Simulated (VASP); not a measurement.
A run of VASP 6.6.1 is set up as follows.

File INCAR:

```
PREC = Accurate ; ENCUT = 520
EDIFF = 1E-7 ; ISMEAR = 0
SIGMA = 0.1 ; LREAL = False
LASPH = True ; NELM = 100
ALGO = Normal ; ISIF = 3
LWAVE = False ; LCHARG = False
GGA = PS ; IBRION = 2
NSW = 80 ; EDIFFG = -0.002
```

The input KPOINTS:

```
regular mesh
0
Gamma
  18 18 18
```

File POSCAR:

```
TaAs                                    
1.0
   -1.7163953392      1.7163953392      5.7969684310
    1.7163953392     -1.7163953392      5.7969684310
    1.7163953392      1.7163953392     -5.7969684310
  Ta              As            
     2     2
Direct
     0.5003141784120659    0.0003141784120660    0.5000000000000000
     0.7503141784120659    0.7503141784120659    0.0000000000000000
     0.0822852415879352    0.5822852415879352    0.5000000000000000
     0.3322852415879352    0.3322852415879352    0.0000000000000000
```

Potentials or basis: VASP PAW PBE potentials, release 64 (Ta_pv, As).

The run is started by

```bash
$ cat potpaw_PBE.64/Ta_pv/POTCAR potpaw_PBE.64/As/POTCAR > POTCAR
$ mpirun -np 1 vasp_std > vasp.out
```

(1) What does it give for the band gap on the k mesh?

Answers

(1) none (metal or under the smearing width).

Caveat: the relaxation stopped at its first step, so nothing moved.
